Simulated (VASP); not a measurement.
Given:

```
AlGaP2
1.0
    3.86494     0.00000     0.00000
    0.00000     3.86494     0.00000
    0.00000     0.00000     5.42938
Al Ga P
1 1 2
Direct
  0.50000   0.50000   0.50000
  0.00000   0.00000   0.00000
  0.00000   0.50000   0.24982
  0.50000   0.00000   0.75018
```

Computed with PBEsol GGA, VASP's PBE PAW potentials (set 64) (plane waves; VASP). Numerical set-up: 400 eV cut-off, Gaussian smearing of 0.050 eV, potentials Al Ga_d P.

Give the energies of bands 8 to 16 at the high-symmetry points, in eV from the valence-band maximum.

```tsv
band	Γ	X	M	Z	R	A
8	-6.03	-5.29	-6.62	-3.65	-6.42	-6.36
9	-2.44	-4.48	-5.51	-2.87	-5.84	-5.17
10	-2.44	-3.15	-2.43	-1.65	-0.99	-3.53
11	-0.02	-3.11	-2.40	-1.65	-0.96	-3.30
12	0.00	-1.05	-2.40	-1.38	-0.93	-3.16
13	0.00	-1.05	-2.35	-1.38	-0.86	-3.16
14	1.53	3.28	1.50	2.19	1.68	4.43
15	1.75	3.45	1.50	2.56	2.68	4.43
16	2.77	5.78	1.59	3.84	4.50	5.15
```

The gap is indirect, 1.48 eV, from the valence maximum at Γ to the conduction minimum at Γ-Z at 0.22.

The structure comes from a computed database's AlGaP2 entry (P-4m2); how it stands against other phases isn't given here. It was relaxed first.
